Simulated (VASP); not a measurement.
Consider the following.

```
Pt3Ti
1.0
    3.92902     0.00000     0.00000
    0.00000     3.92902     0.00000
    0.00000     0.00000     3.92902
Ti Pt
1 3
Cartesian
  0.00000   0.00000   0.00000
  0.00000   1.96451   1.96451
  1.96451   0.00000   1.96451
  1.96451   1.96451   0.00000
```

Computed with PBEsol GGA, VASP's PBE PAW potentials (set 64) (plane waves; VASP). Settings: 300 eV cut-off, 9×9×9 Γ-centred mesh, Fermi-Dirac smearing of 0.050 eV, potentials Ti_sv Pt.

At this cut-off the stress carries a Pulay error, which pulls relaxed volumes low. Unless said otherwise, spin-orbit coupling is left out, though it shifts the bands of the heavy elements here.

Task: What does the run give for the energy per atom (σ→0), pressure, band gap (on the k-mesh) with the smallest direct gap where there is one?

Result: 
```yaml
band gap (on the k-mesh): none (metal, semimetal or under 0.01 eV)
energy per atom (σ→0): -8.187 eV/atom
pressure: -6.40 GPa
```

The structure is a typed Pt3Ti crystal (Pm-3m). The cell was not relaxed at this level.
